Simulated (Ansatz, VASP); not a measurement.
# Cross-check of Be (Beryllium) between VASP and Ansatz, part 2 of 2

Aim: how closely do two programs agree when they are given the same cell, functional and k mesh? The cell is taken from a series of runs on this material, whose earlier steps may have relaxed, scaled, displaced or heated it; both programs get it as it stands.

VASP 6.6.1 and Ansatz 0.2.0.

So far: The structure; Ansatz: zone-centre phonons, PBEsol, pair 1; VASP: zone-centre phonons, PBEsol, pair 1; Comparison.

## 5. VASP: zone-centre phonons, PBEsol, pair 2

Level of this step: PBEsol; plane waves and PAW (Be) (VASP).

Second derivatives magnify differences that forces hide, and they need a tight electronic threshold. The cell compared in this pair holds 16.30 Å³, against 15.98 Å³ for the pair before.

Input file INCAR:

```
SYSTEM = Be
PREC = Accurate
ENCUT = 600
EDIFF = 1E-08
NELM = 120
ISMEAR = 1
SIGMA = 0.2
LREAL = .FALSE.
ALGO = Normal
GGA = PS
NBANDS = 8
LORBIT = 11
LWAVE = .FALSE.
LCHARG = .FALSE.
ISIF = 2
IBRION = 8
LASPH = .TRUE.
GGA_COMPAT = .FALSE.
KPAR = 2
```

Input file POSCAR:

```
Be
1.0
    2.2880193332      0.0000000000      0.0000000000
   -1.1440096666      1.9814828669      0.0000000000
    0.0000000000      0.0000000000      3.5945814884
Be
2
Direct
    0.3333333333      0.6666666667      0.2500000000
    0.6666666667      0.3333333333      0.7500000000
```

Input file KPOINTS:

```
Automatic mesh
0
Gamma
24 24 12
0 0 0
```

Potentials, in the order of the species: Be (PBE family, release 64).

On the command line:

```
> mpirun -np 2 vasp_std
```

Numbers of over 12 decimals in the logs are rounded to 6 here.

The program printed:

```text
[banner, memory and clock lines left out]
running    2 mpi-ranks, on    1 nodes
[...]
[... a notice as in an earlier step ...]

 LDA part: xc-table for (Slater+PW92), standard interpolation
 POSCAR, INCAR and KPOINTS ok, starting setup
[...]
entering main loop
       N       E                     dE             d eps       ncg     rms          rms(c)
DAV:   1    -0.332147283014E+01   -0.33215E+01   -0.19682E+03  6848   0.462E+02
DAV:   2    -0.799868442907E+01   -0.46772E+01   -0.45449E+01 10912   0.549E+01
DAV:   3    -0.801744687627E+01   -0.18762E-01   -0.18722E-01  7544   0.305E+00
DAV:   4    -0.801745645031E+01   -0.95740E-05   -0.95737E-05 10088   0.832E-02
[...]
DAV:  10    -0.798685667275E+01    0.32056E-07   -0.57398E-10  7568   0.179E-04    0.155E-04
DAV:  11    -0.798685665759E+01    0.15162E-07   -0.99196E-11  4040   0.859E-05    0.481E-06
DAV:  12    -0.798685665655E+01    0.10361E-08   -0.31548E-12  3448   0.190E-05
   1 F= -.79868567E+01 E0= -.79867034E+01  d E =-.459749E-03
[...]
RMM:   7    -0.647577091663E-02    0.81831E-08    0.12639E-10 48549   0.327E-06    0.186E-06
 first order change of Fermi-energy   0.18979E-05
 force on displaced ion       1 direction 1 :  -3.386   0.000   0.000
 Linear response progress:
  Degree of freedom:   2/  2
       N       E                     dE             d eps       ncg     rms          rms(c)
RMM:   1    -0.155710978226E-01   -0.15571E-01    0.35199E-02 25183   0.641E-01
RMM:   2    -0.144877877245E-01    0.10833E-02    0.31983E-03 16168   0.877E-02    0.100E-01
RMM:   3    -0.142080521626E-01    0.27974E-03    0.95731E-04 15995   0.863E-02    0.376E-02
RMM:   4    -0.144293620644E-01   -0.22131E-03    0.13508E-04 16394   0.489E-02    0.407E-03
RMM:   5    -0.144564990686E-01   -0.27137E-04   -0.33873E-05 17034   0.372E-03    0.521E-04
RMM:   6    -0.144543193583E-01    0.21797E-05   -0.67151E-06 16838   0.340E-04    0.733E-05
RMM:   7    -0.144535289151E-01    0.79044E-06   -0.13865E-06 17343   0.401E-05    0.164E-05
RMM:   8    -0.144534519993E-01    0.76916E-07   -0.66223E-08 16589   0.146E-05    0.727E-07
RMM:   9    -0.144534471118E-01    0.48875E-08   -0.11491E-08 16174   0.185E-06    0.236E-07
 first order change of Fermi-energy   0.60317E-05
 force on displaced ion       1 direction 3 :   0.000  -0.000  -7.491
 Linear response finished
```

OUTCAR, selected parts (step 5):

```text
  Total       -0.4261695     -0.4261695     -0.4183876      0.0000000     -0.0000000     -0.0000000
  in kB      -41.8981297    -41.8981297    -41.1330656      0.0000000     -0.0000000     -0.0000000
  external PRESSURE =     -41.6431083 kB  Pullay stress =       0.0000000 kB

 POSITION                                       TOTAL-FORCE (eV/Angst)
 -----------------------------------------------------------------------------------
     -0.00000      1.32099      0.89865         0.000000     -0.000000      0.000000
      1.14401      0.66049      2.69594        -0.000000      0.000000      0.000000
 -----------------------------------------------------------------------------------
    total drift:                                0.000000     -0.000000      0.000000

[... 1 part as in an earlier step ...]

[... 1 further part left out ...]
```

## 6. Ansatz: zone-centre phonons, PBEsol, pair 2

The same cell, functional, mesh and smearing now go to Ansatz, which takes its cutoff from its data sets.

The cell is taken from a series of runs on this material, whose earlier steps may have relaxed, scaled, displaced or heated it; both programs get it as it stands.

Input file input.yaml:

```yaml
crystal:
  lattice:
    - [2.2880193332, 0.0, 0.0]
    - [-1.1440096666, 1.9814828669, 0.0]
    - [0.0, 0.0, 3.5945814884]
  atoms:
    - { symbol: Be, position: [0.3333333333, 0.6666666667, 0.25] }
    - { symbol: Be, position: [0.6666666667, 0.3333333333, 0.75] }
kpoints:
  mp_grid: { grid: [24, 24, 12] }
hamiltonian:
  xc: pbesol
  pseudopotentials: { kind: paw, azcp: { folder: soft_1 }, xc_functional: pbe }
scf:
  occupations: { method: methfessel_paxton, width: 0.2 }
output:
  eigenvalues: true
phonons:
  method: dfpt
```

On the command line:

```
> ansatz run input.yaml --threads 4 --pin off --max-ram 10240MiB --backend cpu --events-out ev --progress --plain --runs-dir out
```

The program printed:

```text
[...]
Crystal: 2 atoms, lattice volume = 16.297 Å³
Basis set: ecut = 420 eV, 313 PW (Γ), exchange–correlation on 32×32×60 points (8 copies of the dense FFT grid, shifted against one another)
Bands: 6, of which v1, the nominal top of the filled ones, is band 2 counted from 1 (1 counted from 0)
Symmetry: 24 space group operations
k-points: 1099 of 6912 (irreducible under 4 space group operations, time reversal used)
[...]
Free energy (F): -180.689722 eV
[...]
Internal energy: -180.689264 eV  (E = F + TS)
E sigma→0 (E₀):  -180.689607 eV
Entropy (-TS):   -0.000458 eV (-0.229 meV/atom)
Fermi energy:    7.786039 eV
[...]
--- Band table (eV; the first three rows and the last of 1099) ---
[...]
ASR residual: 9.516e-6 → 0.000e0 eV/Å²; symmetrization residual: 6.217e-15 eV/Å²
  ASR residual per site (eV/Å²): 9.52e-6 9.52e-6
  Γ frequencies (cm⁻¹): 0.00 0.00 0.00 451.67 451.67 665.49
[...]
[key lines of the parts left out:]
SCF converged after 6 iterations
```

## 7. Comparison

The two programs side by side:

```tsv
quantity	Ansatz	VASP	difference
optical mode 1 to 2 (cm⁻¹)	451.7	452.0	-0.07 %
optical mode 3 (cm⁻¹)	665.5	672.3	-1.02 %
```

Modes are paired by rising frequency, not by their patterns, so a pair may set unlike modes beside each other; they are those without the splitting of longitudinal modes.

## 8. What came out

```
r.m.s. difference of the optical zone-centre modes, each program's sorted by frequency (zone-centre phonons, PBEsol, pair 1) : 4.0 cm⁻¹
difference in optical mode 3 (zone-centre phonons, PBEsol, pair 1)                                                           : -1.0 %
r.m.s. difference of the optical zone-centre modes, each program's sorted by frequency (zone-centre phonons, PBEsol, pair 2) : 4.0 cm⁻¹
difference in optical mode 3 (zone-centre phonons, PBEsol, pair 2)                                                           : -1.0 %
```

The r.m.s. difference of the optical zone-centre modes, each program's sorted by frequency is 4.0 cm⁻¹ (zone-centre phonons, PBEsol, pair 1). Among the rows given in per cent, the largest difference of the zone-centre phonons, PBEsol, pair 1 pair is in optical mode 3, -1.0 %. Among the rows given in per cent, the largest difference of the zone-centre phonons, PBEsol, pair 2 pair is in optical mode 3, -1.0 %. Such differences can come from data sets, numerical settings and the points named under the comparisons, not from the functional's error against experiment.

[Lines on the potential files, build, host, timing and source positions are cut from VASP's logs without a mark.]

[Logs are printed without paths, hosts, clocks, repeated set-up lines and the standing remarks that a program may print on its own settings, such as how far it seeks lower states.]

[Hosts, paths, dates, database ids (printed as entryN), source tags and the programs' standing remarks are cut or masked in the printed files.]
